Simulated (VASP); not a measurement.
Given:

```
AuZn
1.0
    3.15000     0.00000     0.00000
    0.00000     3.15000     0.00000
    0.00000     0.00000     3.15000
Zn Au
1 1
Direct
  0.50351   0.50362   0.50110
  0.99649   0.99638   0.99890
```

Calculation: PBE GGA, VASP's PBE PAW potentials (set 64) (plane waves; VASP). Numerical set-up: 300 eV cut-off, 6×6×6 Γ-centred mesh, Fermi-Dirac smearing of 0.14 eV, potentials Zn Au.

At this cut-off the stress carries a Pulay error, which pulls relaxed volumes low.

Task: Give the force on each atom (eV/Å).

Result: 
```csv
atom,Fx,Fy,Fz
Zn1,-0.080,-0.082,-0.025
Au2,0.080,0.082,0.025
```

Task: Give the stress tensor in GPa (positive for a compressed cell).

Result: 
```
4.28  0.05  0.02
0.05  4.28  0.02
0.02  0.02  4.30
```
The pressure is its mean diagonal, 4.29 GPa.

The structure is a typed AuZn crystal. The cell was not relaxed at this level. The k-mesh is coarse (spacing up to 0.33 per Å, 2π included), so the numbers may not be converged in it. The electron count is odd and the run is not spin-polarised, which forces a metal.
